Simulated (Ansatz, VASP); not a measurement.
# Cross-check of Sn7H9 (Sn wire along [111], 14 atoms a period, H-terminated) between VASP and Ansatz

Wanted: the spread between two codes on one cell, functional and k mesh. The cell is taken from a series of runs on this material, whose earlier steps may have relaxed, scaled, displaced or heated it; both programs get it as it stands.

Program: Ansatz 0.2.0. Level of theory: plane waves, with VASP 6.6.1 beside it; single point at HSE06. Results are calculated unless marked as measured.

### 1. Set-up

The cell holds 32 atoms: 14 Sn and 18 H. Cell: a = 14.360 Å, b = 15.530 Å, c = 11.512 Å, α = 90.0°, β = 90.0°, γ = 90.0°. Vacuum lies along a and b. The structure's axis is c.

### 2. Ansatz: single point, HSE06

Ansatz runs on its PAW soft_1 files.

With cell and atoms fixed, the geometry can't cause a difference; cores, projectors, grids and the points listed under the comparison can.

Contents of input.yaml:

```yaml
crystal:
  lattice:
    - [14.36, 0.0, 0.0]
    - [0.0, 15.53, 0.0]
    - [0.0, 0.0, 11.511684274]
  atoms:
    - { symbol: Sn, position: [0.340150438, 0.414641831, 0.002639394] }
    - { symbol: Sn, position: [0.5, 0.670685624, 0.002614959] }
    - { symbol: Sn, position: [0.340064085, 0.414582018, 0.248724708] }
    - { symbol: Sn, position: [0.5, 0.670823169, 0.248699479] }
    - { symbol: Sn, position: [0.659935915, 0.414582018, 0.248724708] }
    - { symbol: H, position: [0.241178898, 0.638136186, 0.284237274] }
    - { symbol: H, position: [0.5, 0.223591003, 0.284236064] }
    - { symbol: H, position: [0.758821102, 0.638136186, 0.284237274] }
    - { symbol: H, position: [0.241178898, 0.361833802, 0.299096059] }
    - { symbol: H, position: [0.5, 0.776378984, 0.299097269] }
    - { symbol: H, position: [0.758821102, 0.361833802, 0.299096059] }
    - { symbol: Sn, position: [0.340064085, 0.58538797, 0.334608625] }
    - { symbol: Sn, position: [0.5, 0.329146819, 0.334633854] }
    - { symbol: Sn, position: [0.659935915, 0.58538797, 0.334608625] }
    - { symbol: Sn, position: [0.340150438, 0.585328157, 0.580693939] }
    - { symbol: Sn, position: [0.5, 0.329284364, 0.580718375] }
    - { symbol: Sn, position: [0.659849562, 0.585328157, 0.580693939] }
    - { symbol: H, position: [0.24054546, 0.535193418, 0.63204551] }
    - { symbol: H, position: [0.337323716, 0.69015457, 0.632067723] }
    - { symbol: H, position: [0.403231897, 0.274610666, 0.632088584] }
    - { symbol: H, position: [0.596768103, 0.274610666, 0.632088584] }
    - { symbol: H, position: [0.662676284, 0.69015457, 0.632067723] }
    - { symbol: H, position: [0.75945454, 0.535193418, 0.63204551] }
    - { symbol: Sn, position: [0.5, 0.49997634, 0.667653085] }
    - { symbol: Sn, position: [0.5, 0.499993647, 0.915680248] }
    - { symbol: H, position: [0.24054546, 0.464776569, 0.951287823] }
    - { symbol: H, position: [0.337323716, 0.309815418, 0.95126561] }
    - { symbol: H, position: [0.403231897, 0.725359322, 0.95124475] }
    - { symbol: H, position: [0.596768103, 0.725359322, 0.95124475] }
    - { symbol: H, position: [0.662676284, 0.309815418, 0.95126561] }
    - { symbol: H, position: [0.75945454, 0.464776569, 0.951287823] }
    - { symbol: Sn, position: [0.659849562, 0.414641831, 0.002639394] }
kpoints:
  mp_grid: { grid: [1, 1, 3] }
scf:
  occupations: { method: fermi_dirac, width: 0.05 }
hamiltonian:
  xc: hse06
  pseudopotentials: { kind: paw, azcp: { folder: soft_1 } }
```

On the command line:

```
ansatz run input.yaml --threads 4 --pin off --max-ram 16384MiB --backend cpu --events-out ev --progress --plain --runs-dir out
```

Numbers of over 12 decimals in the logs are rounded to 6 here.

Log:

```text
Engine: ansatz 0.2.0, x86_64-unknown-linux-gnu
Pseudopotentials: kind: paw
Pseudopotential: Sn, paw, valence charge 14, recommended cutoff 420 eV (normal), soft_1/Sn.paw.azcp
Pseudopotential: H, paw, valence charge 1, recommended cutoff 420 eV (normal), soft_1/H.paw.azcp
Functional definition: HSE06
  parameter a = 0.25
  parameter omega = 0.11/bohr
  exchange = pbe_x - a*pbe_x_sr(omega) + a*exact_x_sr(omega)
  correlation = pbe_c
Crystal: 32 atoms, lattice volume = 2567.230 Å³
Basis set: ecut = 420 eV, 50203 PW (Γ)
Bands: 139, of which v1, the nominal top of the filled ones, is band 107 counted from 1 (106 counted from 0)
Symmetry: 4 space group operations
Space group: P2/m (ITA 10), of the structure as read, at distance tolerance 1.4e-4 Å
k-points: 2 of 3
Non-local potential: Sn, projectors of the file, l = 0: 2, l = 1: 2, l = 2: 2, l = 3: 1
Non-local potential: H, projectors of the file, l = 0: 2, l = 1: 1
PAW form: soft (Blöchl's): semilocal exchange-correlation on the pseudo side does not see the compensation charge
PAW frozen core: Sn, regenerated for the run's functional, and the local potential with it (the file was generated under x = pbe(κ = 0.804, μ = 0.219515), c = pbe(β = 0.066725))
PAW one-centre angular grid: Sn, 590 points (default); XC on 64 Gauss nodes
PAW one-centre angular grid: H, 110 points (default); XC on 64 Gauss nodes
Initial density: superposition of atomic densities (neutral atoms: chi_scale 0, normalization atom)
Initial wavefunctions: pseudopotential atomic-orbital guess
Functional: x = pbe(κ = 0.804, μ = 0.219515), c = pbe(β = 0.066725), warm-up for x = pbe(κ = 0.804, μ = 0.219515) + 0.25 (exact − pbe) at short range (hse, ω = 0.207870 Å⁻¹), c = pbe(β = 0.066725); HSE06 as pw.x's `hse` composes it (authors' and Libxc's form: `xc: wpbeh`)
iter 1 solved again at ethr=7.86e-3 eV; its pass at ethr=1.00e-1 eV (dr2=1.68e1 eV) is discarded
SCF iter   1: F=—  HF=-84623.276168 eV  |F-HF|=—  |Δ(HF+E_count)|=         —  Δρ=2.54e-2  dr2=1.68e1  ethr=7.86e-3  ⟨swp⟩=13.5  Hψ=1511  notcnv=0
preconditioner: auto → none  [insulator: Δε(μ)=2.140 eV  Ē_g=8.358 eV  σ=0.050 eV  W_gap=1.00  n_scr=254 (ndim 8)  ℏωp=6.3 eV  f_vac=0.651  D(μ)=0.00/eV (n_scr^D=0)]
SCF iter   2: F=—  HF=-84618.934530 eV  |F-HF|=—  |Δ(HF+E_count)|=    4.34e0  Δρ=7.72e-3  dr2=2.95e0  ethr=7.86e-3  ⟨swp⟩=6.5  Hψ=704  notcnv=0
SCF iter   3: F=—  HF=-84618.517253 eV  |F-HF|=—  |Δ(HF+E_count)|=   4.17e-1  Δρ=4.24e-3  dr2=1.37e0  ethr=1.38e-3  ⟨swp⟩=10.5  Hψ=882  notcnv=0  defer=1
iter 4 solved again at ethr=1.08e-5 eV; its pass at ethr=6.39e-4 eV (dr2=2.31e-2 eV) is discarded
SCF iter   4: F=—  HF=-84618.212550 eV  |F-HF|=—  |Δ(HF+E_count)|=   3.05e-1  Δρ=1.09e-3  dr2=2.79e-2  ethr=1.08e-5  ⟨swp⟩=6.5  Hψ=1559  notcnv=0
SCF iter   5: F=—  HF=-84618.212652 eV  |F-HF|=—  |Δ(HF+E_count)|=   1.02e-4  Δρ=4.36e-4  dr2=2.26e-3  ethr=1.08e-5  ⟨swp⟩=4.0  Hψ=564  notcnv=0
SCF iter   6: F=-84618.213659 eV  HF=-84618.213801 eV  |F-HF|=1.42e-4  |Δ(HF+E_count)|=   1.15e-3  Δρ=1.02e-4  dr2=2.79e-4  ethr=1.06e-6  ⟨swp⟩=4.0  Hψ=670  notcnv=0
SCF 1 stopped early in 6 iterations: F = -84618.213659 eV  dr2 = 2.79e-4
  greatest PAW one-centre occupation: 0.990 electrons in one spin orbital (limit 2), on the Sn atom at site 15 (counted from 0), in its partial waves of l = 2
Initial density: handed on by an earlier stage of this run
Initial wavefunctions: those handed on with the density
Functional: x = pbe(κ = 0.804, μ = 0.219515) + 0.25 (exact − pbe) at short range (hse, ω = 0.207870 Å⁻¹), c = pbe(β = 0.066725); HSE06 as pw.x's `hse` composes it (authors' and Libxc's form: `xc: wpbeh`)
Exchange kernel: α = 0.2500, screened, ω = 0.2079 Å⁻¹, Wigner–Seitz truncation, v(0) = 1033.2733 eV·Å³, q-mesh 1×1×3, nearest image of the exchange supercell L = 14.36 Å, pair-density grid 96×108×80, without the augmentation charges, whose exchange is taken in its separable form by FFT convolution over the k-point mesh (the finest that the files' search goes to)
Frozen-core exchange: fock
SCF iter   1: F=—  HF=-84676.935721 eV  |F-HF|=—  |Δ(HF+E_count)|=         —  Δρ=1.94e-3  dr2=5.08e-2  ethr=1.30e-6  ⟨swp⟩=17.5  Hψ=1697  notcnv=0
preconditioner: auto → none  [insulator: Δε(μ)=2.938 eV  Ē_g=9.030 eV  σ=0.050 eV  W_gap=1.00  n_scr=254 (ndim 8)  ℏωp=6.3 eV  f_vac=0.694  D(μ)=0.00/eV (n_scr^D=0)]
SCF iter   2: F=—  HF=-84676.921400 eV  |F-HF|=—  |Δ(HF+E_count)|=   1.43e-2  Δρ=6.08e-4  dr2=9.73e-3  ethr=1.30e-6  ⟨swp⟩=4.0  Hψ=920  notcnv=0
SCF iter   3: F=—  HF=-84676.971590 eV  |F-HF|=—  |Δ(HF+E_count)|=   5.02e-2  Δρ=3.68e-4  dr2=1.90e-3  ethr=1.30e-6  ⟨swp⟩=5.5  Hψ=930  notcnv=0
SCF iter   4: F=—  HF=-84676.971192 eV  |F-HF|=—  |Δ(HF+E_count)|=   3.98e-4  Δρ=5.05e-5  dr2=1.58e-4  ethr=8.29e-7  ⟨swp⟩=3.0  Hψ=513  notcnv=0
SCF iter   5: F=-84676.971946 eV  HF=-84676.971972 eV  |F-HF|=2.63e-5  |Δ(HF+E_count)|=   7.80e-4  Δρ=3.73e-5  dr2=4.55e-5  ethr=3.26e-8  ⟨swp⟩=6.5  Hψ=926  notcnv=0  defer=2
SCF 2 stopped early in 5 iterations: F = -84676.971946 eV  dr2 = 4.55e-5
  greatest PAW one-centre occupation: 0.991 electrons in one spin orbital (limit 2), on the Sn atom at site 15 (counted from 0), in its partial waves of l = 2
hybrid outer 1: dexx = +5.603e-2 eV, tail = 2.40e-4 eV
Exchange kernel: α = 0.2500, screened, ω = 0.2079 Å⁻¹, Wigner–Seitz truncation, v(0) = 1033.2733 eV·Å³, q-mesh 1×1×3, nearest image of the exchange supercell L = 14.36 Å, pair-density grid 96×108×80, without the augmentation charges, whose exchange is taken in its separable form by FFT convolution over the k-point mesh (the finest that the files' search goes to)
Frozen-core exchange: fock
SCF iter   1: F=—  HF=-84676.969958 eV  |F-HF|=—  |Δ(HF+E_count)|=         —  Δρ=2.44e-5  dr2=1.28e-5  ethr=5.61e-7  ⟨swp⟩=13.5  Hψ=745  notcnv=0
preconditioner: auto → none  [insulator: Δε(μ)=2.990 eV  Ē_g=9.041 eV  σ=0.050 eV  W_gap=1.00  n_scr=254 (ndim 8)  ℏωp=6.3 eV  f_vac=0.696  D(μ)=0.00/eV (n_scr^D=0)]
iter 2 solved again at ethr=2.12e-10 eV; its pass at ethr=4.56e-9 eV (dr2=4.53e-7 eV) is discarded
SCF iter   2: F=—  HF=-84676.969959 eV  |F-HF|=—  |Δ(HF+E_count)|=   9.24e-7  Δρ=4.82e-6  dr2=1.08e-6  ethr=2.12e-10  ⟨swp⟩=7.0  Hψ=1503  notcnv=0  defer=1
SCF iter   3: F=—  HF=-84676.969963 eV  |F-HF|=—  |Δ(HF+E_count)|=   4.48e-6  Δρ=3.96e-6  dr2=6.81e-7  ethr=2.12e-10  ⟨swp⟩=7.0  Hψ=992  notcnv=0  defer=5
SCF iter   4: F=—  HF=-84676.969963 eV  |F-HF|=—  |Δ(HF+E_count)|=   1.23e-7  Δρ=1.02e-6  dr2=1.39e-7  ethr=2.12e-10  ⟨swp⟩=5.0  Hψ=580  notcnv=0  defer=3
SCF iter   5: F=-84676.969963 eV  HF=-84676.969963 eV  |F-HF|=2.17e-9  |Δ(HF+E_count)|=   2.63e-8  Δρ=4.10e-7  dr2=9.17e-9  ethr=4.94e-11  ⟨swp⟩=5.0  Hψ=610  notcnv=0  defer=4
SCF 3 converged in 5 iterations: F = -84676.969963 eV  dr2 = 9.17e-9
hybrid outer 2: dexx = +4.109e-6 eV, tail = 7.65e-8 eV, Δε = 5.93e-3 eV (about 1.44e-4 eV left of the loop's levels)
hybrid SCF converged: 2 outer / 10 inner (+6 warm-up), last move |dexx| = 4.11e-6 eV, tail = 7.65e-8 eV
Stability not checked: this state was not tested for a lower state beside it, because the functional holds exact exchange (a hybrid, or Hartree-Fock), whose exchange loop this test does not read (fock_operator; see scf.lower_state_search)
Free energy (F): -84676.969963 eV
Frozen-core exchange: fock
Harris-Foulkes:  -84676.969963 eV  (|F-HF|=2.17e-9)
Internal energy: -84676.969963 eV  (E = F + TS)
E sigma→0 (E₀):  -84676.969963 eV
Fermi energy:    -1.925076 eV
--- Per-component energies (eV) ---
  E_band       = -4154.636353
  E_kinetic    = 2570.325859
  E_local      = -69336.053527  (includes V_loc(G=0)·N_el)
  E_nonlocal   = 2001.682104
  E_hartree    = 33444.332155
  E_xc         = -1527.327577
  E_vxc        = -1050.956794  (∫ρ·V_xc dr)
  E_exx        = -539.731809  (= α·E_x^exact, valence–valence)
  E_paw        = -61097.504718  (= ΣΔE_a)
  E_vpaw       = -4148.831158  (= ΣTr[D̂ρ^β])
  E_aug_tail   = -0.011443  (compensation charges beyond the density's cutoff)
  E_ewald      = 9803.694727
  E_core_change = 3.624266  (= ΣΔE_core)
  E_smearing   = -0.000000  (= −TS)
  E_closure    = -0.000000  (closes the sum)
  Σ components = -84676.969963   (vs F -84676.969963, Δ=0.00e0)
--- Band table (eV) ---
  k-point 0: bands = [... 103 lower, -4.2400, -4.1785, -4.1780, -3.4077, -0.4183]
  k-point 1: bands = [... 103 lower, -4.2323, -3.9820, -3.9815, -3.8218, -0.3598]
  guard bands above this table: 31 of the run's 139 bands. The solve was not asked for them (output.publish_guard_bands: true or output.eigenvalues: true publishes all)
```

### 3. VASP: single point, HSE06

The same cell, functional, mesh and smearing now go to VASP, with its own data sets.

Lines of VASP's logs that name or quote its potential files are left out, and so is its time.

The run reads the wave functions of an earlier VASP run, which isn't shown here.

Contents of INCAR:

```
SYSTEM = Sn7H9
PREC = Accurate
ENCUT = 400
EDIFF = 1E-06
NELM = 100
ISMEAR = -1
SIGMA = 0.05
LREAL = Auto
ALGO = Normal
LHFCALC = .TRUE.
AEXX = 0.25
GGA = PE
HFSCREEN = 0.208
LASPH = .TRUE.
NBANDS = 129
PRECFOCK = Fast
LORBIT = 11
LWAVE = .FALSE.
LCHARG = .FALSE.
ISIF = 2
```

Contents of POSCAR:

```
Sn7H9
1.0
   14.3600000000      0.0000000000      0.0000000000
    0.0000000000     15.5300000000      0.0000000000
    0.0000000000      0.0000000000     11.5116842740
Sn H
14 18
Direct
    0.3401504380      0.4146418310      0.0026393940
    0.5000000000      0.6706856240      0.0026149590
    0.3400640850      0.4145820180      0.2487247080
    0.5000000000      0.6708231690      0.2486994790
    0.6599359150      0.4145820180      0.2487247080
    0.3400640850      0.5853879700      0.3346086250
    0.5000000000      0.3291468190      0.3346338540
    0.6599359150      0.5853879700      0.3346086250
    0.3401504380      0.5853281570      0.5806939390
    0.5000000000      0.3292843640      0.5807183750
    0.6598495620      0.5853281570      0.5806939390
    0.5000000000      0.4999763400      0.6676530850
    0.5000000000      0.4999936470      0.9156802480
    0.6598495620      0.4146418310      0.0026393940
    0.2411788980      0.6381361860      0.2842372740
    0.5000000000      0.2235910030      0.2842360640
    0.7588211020      0.6381361860      0.2842372740
    0.2411788980      0.3618338020      0.2990960590
    0.5000000000      0.7763789840      0.2990972690
    0.7588211020      0.3618338020      0.2990960590
    0.2405454600      0.5351934180      0.6320455100
    0.3373237160      0.6901545700      0.6320677230
    0.4032318970      0.2746106660      0.6320885840
    0.5967681030      0.2746106660      0.6320885840
    0.6626762840      0.6901545700      0.6320677230
    0.7594545400      0.5351934180      0.6320455100
    0.2405454600      0.4647765690      0.9512878230
    0.3373237160      0.3098154180      0.9512656100
    0.4032318970      0.7253593220      0.9512447500
    0.5967681030      0.7253593220      0.9512447500
    0.6626762840      0.3098154180      0.9512656100
    0.7594545400      0.4647765690      0.9512878230
```

Contents of KPOINTS:

```
Automatic mesh
0
Gamma
1 1 3
0 0 0
```

The projector-augmented-wave data sets are Sn_d and H (PBE family, release 64).

On the command line:

```
export OMP_NUM_THREADS=3
mpirun -np 1 vasp_std
```

Log:

```text
[banner, memory and clock lines left out]
running    1 mpi-ranks, on    1 nodes
[...]
Offloading initialized ...    1 GPUs detected
[...]
LDA part: xc-table for (Slater+PW92), standard interpolation
 found WAVECAR, reading the header
 POSCAR, INCAR and KPOINTS ok, starting setup
[...]
reading WAVECAR
 the WAVECAR file was read successfully
 initial charge from wavefunction
 entering main loop
       N       E                     dE             d eps       ncg     rms          rms(c)
DAV:   1    -0.126401267510E+03   -0.12640E+03   -0.39228E+00   599   0.896E+00    0.273E+00
DAV:   2    -0.126478799466E+03   -0.77532E-01   -0.43937E-01   600   0.185E+00    0.202E+00
DAV:   3    -0.126484117738E+03   -0.53183E-02   -0.32171E-02   784   0.610E-01    0.140E+00
DAV:   4    -0.126484667241E+03   -0.54950E-03   -0.17508E-03   664   0.159E-01    0.865E-01
[...]
DAV:  28    -0.126485337824E+03   -0.11536E-05   -0.40002E-09   344   0.144E-04    0.229E-04
DAV:  29    -0.126485338882E+03   -0.10578E-05   -0.32599E-09   344   0.135E-04    0.212E-04
DAV:  30    -0.126485339851E+03   -0.96943E-06   -0.27630E-09   344   0.106E-04
   1 F= -.12648534E+03 E0= -.12648534E+03  d E =-.470795E-10
```

OUTCAR, selected parts (step 3):

```text
  Total       -6.5469280     -6.6760312     -6.3505729      0.0000000     -0.0009247      0.0000000
  in kB       -4.0858591     -4.1664308     -3.9633162      0.0000000     -0.0005771      0.0000000
  external PRESSURE =      -4.0718687 kB  Pullay stress =       0.0000000 kB

 POSITION                                       TOTAL-FORCE (eV/Angst)
 -----------------------------------------------------------------------------------
      4.88456      6.43939      0.03038        -0.052246     -0.029707     -0.047014
      7.18000     10.41575      0.03010         0.000000      0.059579     -0.047195
      4.88332      6.43846      2.86324        -0.035031     -0.019904      0.025672
      7.18000     10.41788      2.86295         0.000000      0.041693      0.026482
      9.47668      6.43846      2.86324         0.035031     -0.019904      0.025672
      4.88332      9.09108      3.85191        -0.035031      0.019904     -0.025672
      7.18000      5.11165      3.85220         0.000000     -0.041693     -0.026482
      9.47668      9.09108      3.85191         0.035031      0.019904     -0.025672
      4.88456      9.09015      6.68477        -0.052246      0.029707      0.047014
      7.18000      5.11379      6.68505         0.000000     -0.059579      0.047195
      9.47544      9.09015      6.68477         0.052246      0.029707      0.047014
      7.18000      7.76463      7.68581         0.000000      0.000093     -0.013225
      7.18000      7.76490     10.54102         0.000000     -0.000093      0.013225
      9.47544      6.43939      0.03038         0.052246     -0.029707     -0.047014
[...]
-----------------------------------------------------------------------------------
    total drift:                                0.000001     -0.000102     -0.003248

  FREE ENERGIE OF THE ION-ELECTRON SYSTEM (eV)
  ---------------------------------------------------
  free  energy   TOTEN  =      -126.4853398512 eV

  energy  without entropy=     -126.4853398512  energy(sigma->0) =     -126.48533985

[... 3 further parts left out ...]
[key lines of the parts left out:]
E-fermi :  -2.6638
```

### 4. Differences

Known differences besides the potentials themselves: exact exchange at q = 0 is treated differently, which shows on coarse meshes; VASP keeps PBE cores, Ansatz makes them for the functional; the cutoff is 420 eV in Ansatz and 400 eV in VASP (PREC = Accurate, projectors in real space); VASP takes a coarser grid for exact exchange (PRECFOCK = Fast). Total energies have different zeros and are not compared.

Compared:

```csv
quantity,Ansatz,VASP,difference
gap on the k mesh (eV),2.989,2.992,-0.003
```

A gap on the mesh is an upper bound, since the band edges may lie between its points.

### 5. What came out

- difference in gap on the k mesh (single point, HSE06): -0.0027 eV

In words: The difference in gap on the k mesh is -0.0027 eV (single point, HSE06), within the 0.08 eV picked in this series as the mark of a large difference. Such differences can come from data sets, numerical settings and the points named under the comparisons, not from the functional's error against experiment.

[Lines on the potential files, build, host, timing and source positions are cut from VASP's logs without a mark.]

[Logs are printed without paths, hosts, clocks, repeated set-up lines and the standing remarks that a program may print on its own settings, such as how far it seeks lower states.]

[Hosts, paths, dates, database ids (printed as entryN), source tags and the programs' standing remarks are cut or masked in the printed files.]
